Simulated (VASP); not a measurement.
Consider the following.

```
CELL_PARAMETERS angstrom
      1.27704    -2.21190     0.00000
      1.27704     2.21190     0.00000
      0.00000     0.00000     6.79320
ATOMIC_POSITIONS crystal
  B  0.33333 0.66667 0.25000
  B  0.66667 0.33333 0.75000
  N  0.66667 0.33333 0.25000
  N  0.33333 0.66667 0.75000
```
Cell charge +0.1.

The numbers are results of PBE GGA, VASP's PBE PAW potentials (set 64) (plane waves; VASP), not measurements. Run with NELECT = 15.9, 520 eV cut-off, 9×9×3 Γ-centred mesh, Gaussian smearing of 0.050 eV, potentials B N.

The cell is charged, with a uniform compensating background.

Task: Give the stress tensor in GPa (positive for a compressed cell).

Result: 
```
-18.31    0.00    0.00
  0.00  -18.31    0.00
  0.00    0.00   -1.17
```
The pressure is its mean diagonal, -12.59 GPa.

The compound is BN in the hex structure. The cell was not relaxed at this level. The k-mesh is coarse (spacing up to 0.32 per Å, 2π included), so the numbers may not be converged in it. The run is one of a series of settings (NELECT = 15.9 against the base run), some of them coarse on purpose.
